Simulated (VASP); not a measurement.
The cell holds one Y (hcp) (1 0 -1 0) slab, with vacuum along c, ions free to move until forces fall under 0.03 eV/Å, no reconstruction beyond this cell, dipole correction on.

Data:

```
Y
1.0
    3.60115     0.00000     0.00000
    0.00000     5.54493     0.00000
    0.00000     0.00000    24.15530
Y
6
Direct
  0.50000   0.50000   0.39853
  0.00000   0.00000   0.35213
  0.00000   0.50000   0.52395
  0.50000   0.00000   0.47605
  0.50000   0.50000   0.64787
  0.00000   0.00000   0.60147
```

Calculation: PBEsol GGA, VASP's PBE PAW potentials (set 64) (plane waves; VASP 6.6.1). Settings: 400 eV cut-off, 8×5×1 Γ-centred mesh, first-order Methfessel-Paxton smearing of 0.10 eV, potentials Y_sv.

Slab and bulk use different k-meshes, so the surface energy is good to a few per cent at best.

Question: Predict its surface energy, work function, band gap (on the k-mesh).

Answer: 
```yaml
surface_energy: 1.09 J/m^2
work_function: 3.39 eV
band gap (on the k-mesh): none (metal, semimetal or under 0.01 eV)
```

The cell is a thin slab with vacuum, built from Y (hcp): (100) face.
